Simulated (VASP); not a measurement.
Data:

```
MoTe2
1.0
    3.49256     0.00000     0.00000
   -1.74628     3.02464     0.00000
    0.00000     0.00000    13.66963
Mo Te
2 4
Direct
  0.33333   0.66667   0.25000
  0.66667   0.33333   0.75000
  0.33333   0.66667   0.61701
  0.66667   0.33333   0.11701
  0.33333   0.66667   0.88299
  0.66667   0.33333   0.38299
```

Calculation: PBE GGA with D3 dispersion (Becke-Johnson damping), VASP's PBE PAW potentials (set 64) (plane waves; VASP). Settings: 400 eV cut-off, 17×17×4 Γ-centred mesh, Gaussian smearing of 0.010 eV, potentials Mo_sv Te.

Estimate the energy per atom (σ→0).

```
Property                       Result
---------------------  --------------
energy per atom (σ→0)  -6.538 eV/atom
```

The absolute energy has meaning only against runs of the same code, potentials and settings.

The structure comes from a measured Te2Mo entry (P6_3/mmc) of the Crystallography Open Database, whose conditions weren't checked. It was relaxed first.
